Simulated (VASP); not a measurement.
## Sn$_{3}$C (ordered alloy on diamond lattice), LDA single-point calculation: Ansatz's output and VASP's

```yaml
crystal:
  lattice:
    - [1.98893, 1.14831, 7.22616]
    - [-1.98893, 1.14831, 7.22616]
    - [0.00000, -2.29661, 7.22616]
  atoms:
    - { symbol: C, position: [0.99938, 0.99938, 0.99938] }
    - { symbol: Sn, position: [0.49341, 0.49341, 0.49341] }
    - { symbol: Sn, position: [0.35948, 0.35948, 0.35948] }
    - { symbol: Sn, position: [0.89773, 0.89773, 0.89773] }
```

Ansatz printed

```
SCF 1 converged in 7 iterations: F = -17878.360270 eV  dr2 = 2.52e-8
  greatest PAW one-centre occupation: 0.992 electrons in one spin orbital (limit 2), on the Sn atom at site 2 (counted from 0), in its partial waves of l = 2
NSCF: frozen V_eff on 11 k-points
SCF converged after 7 iterations
Free energy (F): -17878.360270 eV
Harris-Foulkes:  -17878.360270 eV  (|F-HF|=1.62e-8)
Internal energy: -17878.357788 eV  (E = F + TS)
E sigma→0 (E₀):  -17878.359029 eV
Entropy (-TS):   -0.002482 eV (-0.621 meV/atom)
Fermi energy:    9.120570 eV
--- Per-component energies (eV) ---
  E_band       = -317.559626
  E_kinetic    = 646.956530
  E_local      = -3169.808241  (includes V_loc(G=0)·N_el)
  E_nonlocal   = -54.779344
  E_hartree    = 1844.877643
  E_xc         = -1181.769811
  E_vxc        = -351.575401  (∫ρ·V_xc dr)
  E_paw        = -12079.280622  (= ΣΔE_a)
  E_vpaw       = -1078.106225  (= ΣTr[D̂ρ^β])
  E_aug_tail   = 0.000004  (compensation charges beyond the density's cutoff)
  E_ewald      = -3885.891475
  E_core_change = 1.337527  (= ΣΔE_core)
  E_smearing   = -0.002482  (= −TS)
  E_closure    = 0.000000  (closes the sum)
  Σ components = -17878.360270   (vs F -17878.360270, Δ=0.00e0)
--- Forces (eV/Å), atoms counted from 1 ---
  atom   1  C      0.00000000     0.00000000    -0.09909449
  atom   2  Sn     0.00000000     0.00000000    -0.00499032
  atom   3  Sn    -0.00000000     0.00000000    -0.03517512
  atom   4  Sn    -0.00000000    -0.00000000     0.13929214
  max |Σ_I F_I| component: 3.22e-5 eV/Å
--- Stress (GPa, compression-positive) ---
       -2.628894       0.000000       0.000000
        0.000000      -2.628894       0.000000
        0.000000       0.000000      -3.003485
  P = ⅓ Tr σ = -2.7538 GPa (-27.538 kbar)
--- Band table (eV; the first three rows and the last of 65) ---
  k-point 0: bands = ["-12.9355", "-12.8446", "-12.8446", "-12.8064", "-12.8064", "-12.7144", "-12.7144", "-12.5410", "-12.5282", "-12.5282", "-12.2438", "-12.2227", "-12.2227", "-12.0888", "-12.0888", "-3.5809", "-1.1345", "1.5671", "6.9089", "7.0032", "7.0032", "7.7746", "10.3343", "10.5561", "10.5561", "12.3537", "12.3537", "13.0521"]
  k-point 1: bands = ["-12.9320", "-12.8480", "-12.8456", "-12.8070", "-12.8013", "-12.7093", "-12.6970", "-12.5400", "-12.5220", "-12.5152", "-12.2466", "-12.2303", "-12.2240", "-12.1135", "-12.0907", "-3.4216", "-0.9580", "1.6760", "5.4979", "6.7936", "7.5270", "8.0064", "9.1035", "9.9767", "10.7670", "11.7646", "12.7512", "12.8171"]
  k-point 2: bands = ["-12.9236", "-12.8560", "-12.8485", "-12.8087", "-12.7882", "-12.6969", "-12.6472", "-12.5470", "-12.4938", "-12.4803", "-12.2614", "-12.2521", "-12.2247", "-12.1786", "-12.0951", "-2.9669", "-0.4512", "1.8366", "4.2141", "6.3531", "6.3616", "7.1259", "9.1164", "9.3188", "10.5709", "11.5402", "12.6264", "13.5145"]
  k-point 64: bands = ["-12.9318", "-12.8534", "-12.8534", "-12.8054", "-12.8054", "-12.7040", "-12.7040", "-12.5508", "-12.5287", "-12.5287", "-12.2373", "-12.2222", "-12.2222", "-12.0914", "-12.0914", "-3.4388", "-1.7226", "3.6447", "4.1064", "7.0316", "7.0316", "8.0567", "10.2728", "10.2728", "11.3814", "12.7975", "12.8374", "12.8374"]
```

Each program uses its own PAW datasets. VASP's cell holds 46 valence electrons and Ansatz's 46. LDA means the Perdew–Zunger form with relativistic exchange in VASP and the Perdew–Wang form in Ansatz. Ansatz's stress includes a Pulay correction; VASP's doesn't.

**Question.** What does VASP give for the same cell and level of theory?

**Answer.** gap between bands v and c -1.90 eV (bands overlap: a metal); least direct gap 0.00 eV; pressure -2.7 GPa; largest force 0.13 eV/Å.

From OUTCAR

```
k-points           NKPTS =     65   k-points in BZ     NKDIM =     65   number of bands    NBANDS=     31

   NELECT =      46.0000    total number of electrons

   dimension x,y,z NGX =    56 NGY =   56 NGZ =   56
   dimension x,y,z NGXF=   112 NGYF=  112 NGZF=  112

  energy-cutoff  :      520.00
  volume of cell :       99.02
      direct lattice vectors                 reciprocal lattice vectors
     1.988926899  1.148307481  7.226163147     0.251391844  0.145141149  0.046128675
    -1.988926899  1.148307481  7.226163147    -0.251391844  0.145141149  0.046128675
     0.000000000 -2.296614961  7.226163147     0.000000000 -0.290282297  0.046128675

 k-points in reciprocal lattice and weights: KPOINTS created by Atomic Simulation Env
   0.00000000  0.00000000  0.00000000       0.002
   0.12500000 -0.00000000 -0.00000000       0.012
   0.25000000 -0.00000000 -0.00000000       0.012
   0.37500000 -0.00000000  0.00000000       0.012
   0.50000000 -0.00000000 -0.00000000       0.006
   0.12500000  0.12500000 -0.00000000       0.012
   0.25000000  0.12500000  0.00000000       0.023
   0.37500000  0.12500000 -0.00000000       0.023
   ...

 E-fermi :   6.7261

 k-point     1 :       0.0000    0.0000    0.0000
  band No.  band energies     occupation
      1     -15.3533      2.00000
      2     -15.2612      2.00000
      3     -15.2612      2.00000
      4     -15.2194      2.00000
      5     -15.2194      2.00000
      6     -15.1179      2.00000
      7     -15.1179      2.00000
      8     -14.9357      2.00000
      9     -14.9339      2.00000
     10     -14.9339      2.00000
     11     -14.6403      2.00000
     12     -14.6264      2.00000
     13     -14.6264      2.00000
     14     -14.4897      2.00000
     15     -14.4897      2.00000
     16      -5.9707      2.00000
     17      -3.5125      2.00000
     18      -0.8195      2.00000
     19       4.5338      2.00000
     20       4.6026      2.00000
     21       4.6026      2.00000
     22       5.3777      2.00000
     23       7.9575      0.00000
     24       8.1599      0.00000
     25       8.1599      0.00000
     26       9.9518      0.00000
     27       9.9518      0.00000
     28      10.6705      0.00000
     29      10.9995      0.00000
     30      10.9995      0.00000
     31      11.3495      0.00000

 k-point     2 :       0.1250   -0.0000   -0.0000
  band No.  band energies     occupation
      1     -15.3498      2.00000
      2     -15.2646      2.00000
      3     -15.2622      2.00000
      4     -15.2200      2.00000
      5     -15.2141      2.00000
      6     -15.1129      2.00000
      7     -15.1005      2.00000
      8     -14.9393      2.00000
      9     -14.9229      2.00000
     10     -14.9208      2.00000
     11     -14.6438      2.00000
     12     -14.6340      2.00000
     13     -14.6272      2.00000
     14     -14.5143      2.00000
     15     -14.4916      2.00000
     16      -5.8115      2.00000
     17      -3.3360      2.00000
     18      -0.7094      2.00000
     19       3.1076      2.00000
     20       4.3927      2.00000
     21       5.1362      2.00000
     22       5.6210      2.00000
     23       6.7096      1.38952
     24       7.5793      0.00000
     25       8.3779      0.00000
     26       9.3678      0.00000
     27      10.3490      0.00000
     28      10.4152      0.00000
     29      11.5273      0.00000
     30      11.6832      0.00000
     31      12.0380      0.00000

 k-point     3 :       0.2500   -0.0000   -0.0000
  band No.  band energies     occupation
      1     -15.3415      2.00000
      2     -15.2726      2.00000
      3     -15.2650      2.00000
      4     -15.2218      2.00000
      5     -15.2009      2.00000
      6     -15.1007      2.00000
      7     -15.0511      2.00000
      8     -14.9475      2.00000
      9     -14.8925      2.00000
     10     -14.8857      2.00000
     11     -14.6603      2.00000
     12     -14.6559      2.00000
     13     -14.6276      2.00000
     14     -14.5785      2.00000
     15     -14.4962      2.00000
     16      -5.3572      2.00000
     17      -2.8287      2.00000
     18      -0.5446      2.00000
     19       1.8224      2.00000
     20       3.9603      2.00000
     21       3.9705      2.00000
     22       4.7284      2.00000
     23       6.7181      1.19676
     24       6.9264      0.00009
     25       8.1755      0.00000
     26       9.1487      0.00000
     27      10.2259      0.00000
     28      11.1130      0.00000
     29      11.5259      0.00000
     30      11.9558      0.00000
     31      12.3467      0.00000

 ...

  Total       -1.6041752     -1.6041752     -1.8472158      0.0000000      0.0000000      0.0000000
  in kB      -25.9553186    -25.9553186    -29.8876787      0.0000000      0.0000000      0.0000000
  external PRESSURE =     -27.2661053 kB  Pullay stress =       0.0000000 kB

 POSITION                                       TOTAL-FORCE (eV/Angst)
 -----------------------------------------------------------------------------------
      0.00000     -0.00000     21.66502         0.000000      0.000000     -0.092012
      0.00000     -0.00000     10.69648         0.000000      0.000000     -0.014081
      0.00000     -0.00000      7.79294         0.000000      0.000000     -0.023829
      0.00000     -0.00000     19.46141         0.000000     -0.000000      0.129922
 -----------------------------------------------------------------------------------
    total drift:                                0.000000     -0.000000     -0.001137

  FREE ENERGIE OF THE ION-ELECTRON SYSTEM (eV)
  ---------------------------------------------------
  free  energy   TOTEN  =       -20.3778865077 eV

  energy  without entropy=      -20.3754817342  energy(sigma->0) =      -20.37668412
```
